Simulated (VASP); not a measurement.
Wanted: the native input for a VASP 6.6.1 run.

```
Task                   : relaxation of the atoms
Functional             : BLYP
Dispersion             : D3(BJ)
Potentials or basis    : VASP PAW PBE potentials, release 64 (F, Sb, Cl)
Cutoff                 : 520 eV
k mesh                 : 1 × 1 × 1
Occupations            : gaussian, width 0.01 eV
Spin                   : no spin polarisation
Further INCAR settings : ALGO = Normal; EDIFF = 1e-06; IBRION = 2; EDIFFG = -0.01; NSW = 60
```

The structure of FSbCl2 lies in POSCAR:

```
SbCl2F
1.0
   12.0000000000      0.0000000000      0.0000000000
    0.0000000000     11.0000000000      0.0000000000
    0.0000000000      0.0000000000     12.0000000000
F Sb Cl
1 1 2
Cartesian
    4.5357000000      4.9882499700      7.4390000400
    5.7999999600      6.2464499900      6.7892000400
    7.4903000400      4.6962500200      6.3957999600
    4.9407000000      6.3457499600      4.6290000000
```

The input as run:

INCAR

```
PREC     = Accurate       # precision mode
ENCUT    = 520            # plane-wave cutoff, eV
EDIFF    = 1E-6           # SCF threshold, eV
ISMEAR   = 0              # smearing method
SIGMA    = 0.01           # smearing width, eV
LREAL    = False          # projectors in reciprocal space
LASPH    = True           # aspherical terms in the spheres
NELM     = 80             # most SCF steps
ALGO     = Normal         # electronic algorithm
ISIF     = 2              # what is computed and relaxed
LWAVE    = False          # write WAVECAR
LCHARG   = False          # write CHGCAR
GGA      = B5             # functional
ALDAX    = 1.0          
AGGAX    = 1.0          
AGGAC    = 1.0          
ALDAC    = 0.0          
IVDW     = 12             # dispersion correction
VDW_S6   = 1.0          
VDW_S8   = 2.6996       
VDW_A1   = 0.4298       
VDW_A2   = 4.2359       
IBRION   = 2              # ionic algorithm
NSW      = 60             # ionic steps
EDIFFG   = -0.01          # ionic threshold
```

KPOINTS

```
regular mesh
0
Gamma
  1 1 1
```

Potentials or basis: VASP PAW PBE potentials, release 64 (F, Sb, Cl).

Command:

```bash
$ cat potpaw_PBE.64/F/POTCAR potpaw_PBE.64/Sb/POTCAR potpaw_PBE.64/Cl/POTCAR > POTCAR
$ mpirun -np 1 vasp_gam > vasp.out
```

Results of the run:

```
Energy gained by relaxing       : 17.9 meV/atom
Ionic steps                     : 8
Largest force after relaxing    : 0.008 eV/Å
Gap between the frontier levels : 4.71 eV
Dispersion energy per atom      : -0.073 eV
```

Caveat: the PAW data sets were made with another functional, which shifts forces and pressure a little; spin-orbit coupling is left out, which moves the levels of the heavy elements.

Run time: 50 min on 1 thread of Intel(R) Xeon(R) Platinum 8488C (Sapphire Rapids) (shared host), peak memory 1.3 GiB.
